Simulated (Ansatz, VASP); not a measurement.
Sr3BiB in VASP and in Ansatz

```
CELL_PARAMETERS angstrom
5.51961 0.00000 0.00000
0.00000 5.51961 0.00000
0.00000 0.00000 5.51961
ATOMIC_POSITIONS crystal
Sr 0.50000 0.00000 0.00000
Sr 0.00000 0.50000 0.00000
Sr 0.00000 0.00000 0.50000
B 0.00000 0.00000 0.00000
Bi 0.50000 0.50000 0.50000
```

Alike in both runs: functional PBE; k mesh 8 × 8 × 8; occupations gaussian, width 0.1 eV; no spin polarisation.

Ansatz relaxed the structure, and its values are those at the end. VASP's run is a single point on that final structure, the one shown.

|  | VASP | Ansatz |
| --- | --- | --- |
| version | VASP 6.6.1 | Ansatz 0.2.0 |
| potentials or method | VASP PAW PBE potentials, release 64 (Sr_sv, B, Bi_d) | scalar-relativistic, plane waves, PAW |
| plane-wave cutoff (eV) | 520 | 420 |
| valence electrons in the cell | 48 | 48 |

```tsv
	VASP	Ansatz	Ansatz less VASP
gap on the k mesh at the Fermi level (eV)	none	none	-
pressure (GPa)	0.1	0.0	-0.08
```

A gap of «none» marks a metal or a gap that the smearing closes. With one functional, cell and mesh, what is left measures potentials, basis and numerics.

Caveats: spin-orbit coupling is left out, which moves the levels of the heavy elements.
